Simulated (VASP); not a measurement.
Crystal: Si5Ge3.

```
CELL_PARAMETERS angstrom
0.00000 5.51363 5.51363
5.51363 0.00000 5.51363
5.51363 5.51363 0.00000
ATOMIC_POSITIONS crystal
Si 0.37500 0.37500 0.37500
Si 0.37500 0.37500 0.87500
Si 0.37500 0.87500 0.37500
Si 0.87500 0.37500 0.37500
Si 0.87500 0.37500 0.87500
Si 0.87500 0.87500 0.37500
Si 0.25000 0.25000 0.25000
Si 0.25000 0.25000 0.75000
Si 0.25000 0.75000 0.75000
Si 0.75000 0.75000 0.25000
Ge 0.37500 0.87500 0.87500
Ge 0.87500 0.87500 0.87500
Ge 0.25000 0.75000 0.25000
Ge 0.75000 0.25000 0.25000
Ge 0.75000 0.25000 0.75000
Ge 0.75000 0.75000 0.75000
```

The cell was built by a generator and needn't be a form met in nature.

- Program: VASP 6.6.1
- Task: relaxation of cell and atoms
- Functional: PBEsol
- Potentials or basis: VASP PAW PBE potentials, release 64 (Si, Ge_d)
- Cutoff: 600 eV
- k mesh: 6 × 6 × 6
- Occupations: gaussian, width 0.03 eV
- Spin: no spin polarisation

At the start: pressure 0.1 GPa; volume 20.95 Å³/atom.

Problem. How do energy, volume and symmetry change on relaxing?

Solution. Over 10 steps the energy falls by 5.5 meV/atom and the volume is 20.97 Å³/atom (+0.1 %); space group C2 (No. 5, to 0.05 Å).

The path:
```csv
step,energy change (eV),largest force (eV/Å),pressure (GPa),volume (Å³)
1,0.0000,0.5420,0.09,335.23
2,-0.0824,0.1394,-0.07,335.81
3,-0.0873,0.0458,-0.17,335.99
4,-0.0878,0.0124,0.10,334.88
5,-0.0879,0.0194,0.10,335.23
6,-0.0879,0.0224,-0.05,335.32
7,-0.0879,0.0194,0.11,335.25
8,-0.0879,0.0206,-0.01,335.29
9,-0.0879,0.0198,0.07,335.27
10,-0.0881,0.0064,0.01,335.46
```

Final structure:
```
Si Ge
1.0
     0.00000    5.51495    5.51494
     5.51480   -0.00002    5.51495
     5.51480    5.51496   -0.00002
Si Ge
10 6
Direct
  0.37227 0.37237 0.37758
  0.37102 0.37642 0.87636
  0.37620 0.87636 0.37642
  0.87777 0.37758 0.37237
  0.87900 0.37344 0.87375
  0.87380 0.87375 0.37344
  0.24986 0.25014 0.25014
  0.24868 0.25420 0.74845
  0.25279 0.74721 0.74721
  0.74867 0.74845 0.25420
  0.37195 0.87784 0.87223
  0.87797 0.87223 0.87784
  0.24858 0.74838 0.25448
  0.74992 0.25008 0.25008
  0.74857 0.25448 0.74838
  0.75293 0.74707 0.74707
```

Caveat: the PAW data sets were made with another functional, which shifts forces and pressure a little.
